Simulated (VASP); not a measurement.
All values below come from PBEsol GGA, VASP's PBE PAW potentials (set 64) (plane waves; VASP).

VASP input:

INCAR:
```
SYSTEM = SrTe
PREC = Accurate
ENCUT = 400
EDIFF = 1E-6
NELM = 100
ALGO = Normal
LREAL = .FALSE.
LASPH = .TRUE.
ISMEAR = 0
SIGMA = 0.05
GGA = PS
LMAXMIX = 4
LWAVE = .FALSE.
LCHARG = .FALSE.
IBRION = 2
ISIF = 3
NSW = 60
EDIFFG = -0.01
```

### KPOINTS
```
K-points
0
Gamma
  6 6 6
0 0 0
```

File POSCAR:
```
SrTe
1.0
  4.0232869643   0.0000000000   0.0000000000
  0.0000000000   4.0232869643   0.0000000000
  0.0000000000   0.0000000000   4.0232869643
Sr Te
1 1
Direct
  0.0000000000   0.0000000000   0.0000000000
  0.5000000000   0.5000000000   0.5000000000
```

POTCAR, in this order: Sr_sv Te (PBE.64 set). Program: vasp_std.

Problem. What will the output report for the number of irreducible k-points (NKPTS), number of bands (NBANDS), largest plane-wave count, number of space-group operations, FFT grid (NGX, NGY, NGZ)?

Solution. 
```
Quantity                                      Result
--------------------------------------  ------------
number of irreducible k-points (NKPTS)            20
number of bands (NBANDS)                          12
largest plane-wave count                        1213
number of space-group operations                  48
FFT grid (NGX, NGY, NGZ)                28 × 28 × 28
```

The structure was generated: SrTe was put into the CsCl type type (Pm-3m), which need not be its known phase. It was relaxed first, which changed the volume by -20 %. The start is the result of an earlier pass.
